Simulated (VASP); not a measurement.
A snapshot from molecular dynamics of Li, step 141; the first frame, the perfect lattice, has an electronic free energy F (no ionic kinetic energy) of -1.976 eV/atom. The Γ point alone samples so small a cell crudely.

Given:

```
Li
1.0
   10.47000     0.00000     0.00000
    0.00000    10.47000     0.00000
    0.00000     0.00000    10.47000
Li
54
Direct
  0.02415   0.96935   0.98853
  0.36944   0.95317   0.96492
  0.69391   0.98650   0.97461
  0.98921   0.33555   0.01487
  0.02338   0.97688   0.34362
  0.14652   0.16199   0.14696
  0.33228   0.29956   0.00244
  0.34029   0.03604   0.34315
  0.52357   0.15361   0.14864
  0.65571   0.32398   0.99068
  0.66802   0.02138   0.36290
  0.83403   0.14997   0.17030
  0.00367   0.66032   0.01301
  0.00383   0.35981   0.28865
  0.15565   0.52516   0.17112
  0.35709   0.64402   0.98354
  0.97279   0.01594   0.67834
  0.16259   0.18337   0.49304
  0.32896   0.31990   0.30462
  0.47445   0.50366   0.16959
  0.64899   0.65716   0.00031
  0.32200   0.01899   0.67594
  0.48568   0.18028   0.50701
  0.65550   0.34006   0.29663
  0.81474   0.51913   0.15061
  0.67657   0.01726   0.65287
  0.84163   0.21047   0.47939
  0.99046   0.68357   0.35978
  0.20519   0.83527   0.15358
  0.98373   0.35961   0.67658
  0.16558   0.49276   0.50181
  0.30804   0.69125   0.33214
  0.50821   0.82434   0.15777
  0.17279   0.16473   0.81726
  0.31816   0.33347   0.67747
  0.47239   0.51359   0.50789
  0.63821   0.69911   0.35631
  0.82670   0.83844   0.18128
  0.50803   0.15405   0.82629
  0.65165   0.33292   0.64828
  0.84025   0.52623   0.48795
  0.84351   0.16458   0.85186
  0.02056   0.65153   0.68969
  0.14324   0.85788   0.53025
  0.17483   0.47766   0.86269
  0.35095   0.66058   0.68011
  0.46893   0.84447   0.50760
  0.50389   0.45923   0.81649
  0.68232   0.63767   0.67069
  0.83368   0.83689   0.53922
  0.83438   0.47662   0.82597
  0.16474   0.82114   0.82643
  0.54419   0.81062   0.82964
  0.84074   0.82828   0.86871
```

Computed with PBE GGA, VASP's PBE PAW potentials (set 64) (plane waves; VASP). Numerical set-up: PREC = Normal, LREAL = Auto, ISYM = 0, EDIFF = 1E-5, 400 eV cut-off, 1×1×1 Γ-centred mesh, Fermi-Dirac smearing of 0.026 eV, potentials Li.

Question: Give F per atom of this frame and the forces (eV/Å).

Answer: -1.936 eV/atom.
| atom | Fx | Fy | Fz |
|---|---|---|---|
| Li1 | -0.11 | 0.33 | 0.19 |
| Li2 | -0.18 | 0.33 | 0.11 |
| Li3 | -0.32 | 0.22 | 0.38 |
| Li4 | 0.01 | 0.03 | -0.16 |
| Li5 | -0.22 | 0.28 | -0.21 |
| Li6 | 0.15 | -0.23 | 0.13 |
| Li7 | 0.07 | 0.12 | 0.05 |
| Li8 | -0.10 | -0.40 | -0.24 |
| Li9 | -0.15 | -0.29 | 0.09 |
| Li10 | 0.16 | 0.11 | 0.14 |
| Li11 | -0.03 | -0.19 | -0.12 |
| Li12 | 0.09 | -0.03 | -0.06 |
| Li13 | -0.03 | 0.08 | -0.08 |
| Li14 | -0.13 | -0.14 | 0.41 |
| Li15 | 0.31 | -0.08 | 0.00 |
| Li16 | -0.21 | 0.16 | -0.03 |
| Li17 | 0.20 | 0.02 | -0.05 |
| Li18 | -0.19 | 0.00 | 0.04 |
| Li19 | -0.06 | 0.16 | 0.16 |
| Li20 | 0.10 | 0.06 | 0.07 |
| Li21 | 0.19 | -0.16 | -0.01 |
| Li22 | 0.12 | -0.22 | -0.20 |
| Li23 | 0.03 | 0.12 | -0.05 |
| Li24 | 0.06 | 0.07 | 0.34 |
| Li25 | 0.00 | -0.01 | 0.25 |
| Li26 | -0.13 | -0.02 | 0.15 |
| Li27 | 0.10 | -0.15 | 0.00 |
| Li28 | 0.19 | 0.03 | -0.28 |
| Li29 | -0.23 | 0.11 | -0.01 |
| Li30 | 0.28 | -0.35 | -0.25 |
| Li31 | 0.03 | 0.08 | -0.12 |
| Li32 | 0.12 | -0.12 | 0.26 |
| Li33 | 0.03 | 0.23 | 0.16 |
| Li34 | -0.36 | -0.01 | 0.30 |
| Li35 | 0.09 | -0.02 | -0.18 |
| Li36 | 0.18 | -0.23 | -0.34 |
| Li37 | 0.20 | -0.24 | -0.02 |
| Li38 | -0.01 | -0.03 | 0.02 |
| Li39 | 0.01 | 0.04 | -0.02 |
| Li40 | 0.32 | -0.03 | -0.09 |
| Li41 | -0.14 | -0.34 | -0.08 |
| Li42 | -0.05 | 0.15 | -0.07 |
| Li43 | -0.20 | 0.04 | -0.12 |
| Li44 | 0.34 | -0.24 | 0.04 |
| Li45 | -0.08 | 0.11 | -0.08 |
| Li46 | -0.24 | 0.09 | 0.09 |
| Li47 | 0.12 | 0.13 | 0.09 |
| Li48 | -0.07 | 0.30 | 0.23 |
| Li49 | -0.10 | 0.14 | -0.02 |
| Li50 | -0.02 | -0.15 | -0.20 |
| Li51 | -0.25 | 0.30 | 0.35 |
| Li52 | 0.19 | 0.02 | -0.01 |
| Li53 | -0.18 | 0.16 | -0.40 |
| Li54 | 0.09 | -0.36 | -0.53 |

The cell is a supercell, built from Li (bcc). Its lattice is the typed one, not relaxed at this level.
